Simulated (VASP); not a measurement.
Output of a VASP run:

**OSZICAR**
```
       N       E                     dE             d eps       ncg     rms          rms(c)
DAV:   1    -0.601329756245E+03   -0.60133E+03   -0.11238E+01   728   0.785E+00    0.162E+01
DAV:   2    -0.601409758809E+03   -0.80003E-01   -0.30335E-01   784   0.118E+00    0.117E+01
DAV:   3    -0.601392385781E+03    0.17373E-01   -0.14991E-02   848   0.269E-01    0.687E+00
DAV:   4    -0.601385978438E+03    0.64073E-02   -0.44725E-03   812   0.140E-01    0.395E+00
DAV:   5    -0.601383986640E+03    0.19918E-02   -0.11266E-03   812   0.697E-02    0.226E+00
DAV:   6    -0.601383321066E+03    0.66557E-03   -0.24621E-04   796   0.352E-02    0.129E+00
DAV:   7    -0.601383102744E+03    0.21832E-03   -0.83997E-05   780   0.219E-02    0.739E-01
DAV:   8    -0.601383034990E+03    0.67755E-04   -0.23699E-05   468   0.125E-02    0.428E-01
DAV:   9    -0.601383015240E+03    0.19750E-04   -0.10911E-05   452   0.922E-03    0.243E-01
DAV:  10    -0.601383010536E+03    0.47038E-05   -0.31320E-06   458   0.494E-03
   1 F= -.60138301E+03 E0= -.60138301E+03  d E =-.383459E-14  mag=     1.0000
```

### OUTCAR
```
------------------------ aborting loop because EDIFF is reached ----------------------------------------
  volume of cell :      755.65
      direct lattice vectors                 reciprocal lattice vectors
     4.640980826 -8.038414841  0.000000000     0.107735847 -0.062201318  0.000000000
     4.640980826  8.038414841  0.000000000     0.107735847  0.062201318  0.000000000
     0.000000000  0.000000000 10.127683409     0.000000000  0.000000000  0.098739263
  FREE ENERGIE OF THE ION-ELECTRON SYSTEM (eV)
  ---------------------------------------------------
  free  energy   TOTEN  =      -601.3830105360 eV

  energy  without entropy=     -601.3830105360  energy(sigma->0) =     -601.38301054

  exchange ACFDT corr.  =         0.00000000  see jH, gK, PRB 81, 115126

 total charge

# of ion       s       p       d       tot
------------------------------------------
    1        0.707   0.990   0.000   1.697
    2        0.706   0.996   0.000   1.701
    3        0.708   0.975   0.000   1.683
    4        0.711   1.000   0.000   1.711
    5        0.708   0.992   0.000   1.700
    6        0.713   1.010   0.000   1.722
    7        0.709   0.978   0.000   1.686
    8        0.707   0.981   0.000   1.688
    9        0.708   0.984   0.000   1.692
   10        0.706   0.986   0.000   1.691
   11        0.709   0.981   0.000   1.690
   12        0.707   0.981   0.000   1.687
   13        0.706   0.983   0.000   1.688
   14        0.703   0.978   0.000   1.682
   15        0.708   0.975   0.000   1.683
   16        0.709   0.979   0.000   1.688
   17        0.708   0.994   0.000   1.702
   18        0.725   1.066   0.000   1.791
   19        0.724   1.045   0.000   1.769
   20        0.706   0.984   0.000   1.690
   21        0.795   1.287   0.000   2.082
   22        0.708   0.984   0.000   1.692
   23        0.706   0.986   0.000   1.691
   24        0.707   0.978   0.000   1.686
   25        0.707   0.981   0.000   1.688
   26        0.707   0.990   0.000   1.697
   27        0.706   0.996   0.000   1.702
   28        0.709   0.982   0.000   1.690
   29        0.711   1.000   0.000   1.710
   30        0.708   0.994   0.000   1.702
   31        0.725   1.066   0.000   1.792
   32        0.709   0.978   0.000   1.686
   33        0.706   0.984   0.000   1.690
   34        0.708   0.991   0.000   1.699
   35        0.708   1.055   0.000   1.763
   36        0.707   0.978   0.000   1.686
   37        0.704   0.986   0.000   1.689
   38        0.827   1.732   0.000   2.559
   39        0.831   1.738   0.000   2.569
   40        0.831   1.735   0.000   2.566
   41        0.832   1.747   0.000   2.579
   42        0.828   1.734   0.000   2.562
   43        0.829   1.724   0.000   2.553
   44        0.831   1.745   0.000   2.576
   45        0.829   1.721   0.000   2.550
   46        0.827   1.725   0.000   2.552
   47        0.829   1.721   0.000   2.550
   48        0.829   1.729   0.000   2.558
   49        0.827   1.721   0.000   2.549
   50        0.826   1.723   0.000   2.548
   51        0.827   1.729   0.000   2.556
   52        0.831   1.735   0.000   2.566
...
```
(Selected blocks of OUTCAR.)

File POSCAR:
```
C35Si37
1
    4.6409808259    -8.0384148409     0.0000000000
    4.6409808259     8.0384148409     0.0000000000
    0.0000000000     0.0000000000    10.1276834094
Si C
37 35
Direct
  0.9983685817   0.9991026383   0.0002041127
  0.9944625773   0.9963641549   0.4992240772
  0.2211098555   0.1104863550   0.7501661826
  0.1072792255   0.2186203524   0.2477714803
  0.9994225643   0.3323395738   0.0000595627
  0.9997586632   0.3328795617   0.5013660405
  0.2212866932   0.4428467627   0.7513176779
  0.1103098385   0.5541282978   0.2527550625
  0.9996958217   0.6656253607   0.0007306283
  0.9998041145   0.6655433122   0.5015607355
  0.2217259326   0.7769215555   0.7501004605
  0.1106500210   0.8887892185   0.2509727373
  0.3328533610   0.9991728353   0.0002140320
  0.3333365247   0.0000448310   0.5010717268
  0.5559277052   0.1105017099   0.7501779982
  0.4432822033   0.2200804270   0.2510290910
  0.3299683336   0.3310822270   0.0044244672
  0.3070611931   0.3190159570   0.4917258983
  0.5553312868   0.4441794373   0.7744371855
  0.4439096482   0.5543687328   0.2505306708
  0.5603928358   0.4543167425   0.5579087560
  0.3324465034   0.6656245060   0.0007107110
  0.3323431555   0.6655616636   0.5015673086
  0.5552287147   0.7773029927   0.7515341385
  0.4446673974   0.8887643777   0.2510046968
  0.6672685552   0.9990847630   0.0002313960
  0.6684385271   0.9963419231   0.4992437885
  0.8885320945   0.1105703535   0.7508115274
  0.7777869506   0.2186551762   0.2477955433
  0.6676030077   0.3310926737   0.0044369834
  0.6784950005   0.3191482293   0.4917448371
  0.8880118679   0.4428786127   0.7513050649
  0.7770456994   0.5543949967   0.2504990359
  0.6681131772   0.6696722482   0.0056604529
  0.6881035172   0.7096338317   0.4863808487
  0.8885806815   0.7773045059   0.7515139063
  0.7789157322   0.8912909221   0.2535903928
  0.9994037472   0.9994214030   0.8130981304
  0.0012977516   0.9999585441   0.3122337880
  0.2155804120   0.1051423977   0.5610727762
  0.1075980948   0.2199898743   0.0612393481
  0.9994905038   0.3325669874   0.8132066363
  0.9989884109   0.3314779259   0.3131803203
  0.2161650854   0.4430083471   0.5624563586
  0.1104952562   0.5544521171   0.0626059210
  0.9993827744   0.6655492751   0.8129971518
  0.9991937143   0.6656631394   0.3138267186
  0.2218308726   0.7770707158   0.5621187967
  0.1105145694   0.8880635050   0.0613259690
  0.3330001844   0.9994301472   0.8121728841
  0.3325742786   0.9986079937   0.3131860533
  0.5561665324   0.1052156657   0.5610713853
  0.4436614316   0.2208390868   0.0625071000
  0.3285118481   0.3301565340   0.8196753310
  0.3274175465   0.3294927374   0.3060351471
  0.4432898187   0.5548973843   0.0622762829
  0.3326698502   0.6655520920   0.8129880863
  0.3329981677   0.6656431439   0.3138406369
  0.5515928981   0.7818536119   0.5638846453
  0.4440567295   0.8880257371   0.0613447497
  0.6665409631   0.9994199890   0.8131177427
  0.6651778493   0.9999546983   0.3122628851
  0.8891328955   0.1116929985   0.5623241835
  0.7788796217   0.2199955313   0.0612337909
  0.6681577447   0.3301880825   0.8196894676
  0.6685942549   0.3295862483   0.3060748501
  0.8934032250   0.4430204567   0.5624271717
  0.7781366597   0.5549109540   0.0622861498
  0.6687106191   0.6709023338   0.8207130139
  0.6672689463   0.6679873866   0.3036740883
  0.8968316969   0.7818200729   0.5638759153
  0.7789664825   0.8913700623   0.0637363080
```

### Question
Write an INCAR and KPOINTS that could have produced this output.

### Answer
This is not unique; one that fits is the input of the run itself, HSE06 screened hybrid, plane waves, VASP's PBE PAW potentials (set 64).

KPOINTS:
```
Automatic mesh
0
Gamma
1 1 1
0 0 0
```

**INCAR**
```
# general
SYSTEM    =  C35Si37
PREC      =  Normal
ENCUT     =  400
LREAL     =  Auto   # projection in real space or not
LASPH     =  T   # aspherical one-centre terms
ISYM      =  0
NELECT    =  289.0

# electronic loop
EDIFF     =  1E-5
NELM      =  50   # most electronic steps
NELMIN    =  4
ALGO      =  Normal   # blocked Davidson

# smearing
ISMEAR    =  0   # Gaussian
SIGMA     =  0.05   # width (eV)

# functional
GGA       =  PE   # PBE
LHFCALC   =  T
AEXX      =  0.25
HFSCREEN  =  0.2   # 1/Angstrom
PRECFOCK  =  Fast

# spin
ISPIN     =  2
MAGMOM    =  72*0.0139
NUPDOWN   =  1

# ions
ISIF      =  0

# output
LWAVE     =  F
LCHARG    =  F
LORBIT    =  10
```

POTCAR, in this order: Si C (PBE.64 set). Program: vasp_gam. Read from the step before: WAVECAR.

The cell is charged, with a uniform compensating background. The supercell is sampled at Γ alone, which is coarse: total energies, pressure and levels can be off, energies of defects by several tenths of an eV.

The cell is a supercell with a defect, built from SiC (4h): Si_C, charge -1. The cell's shape comes from a PBE relaxation.
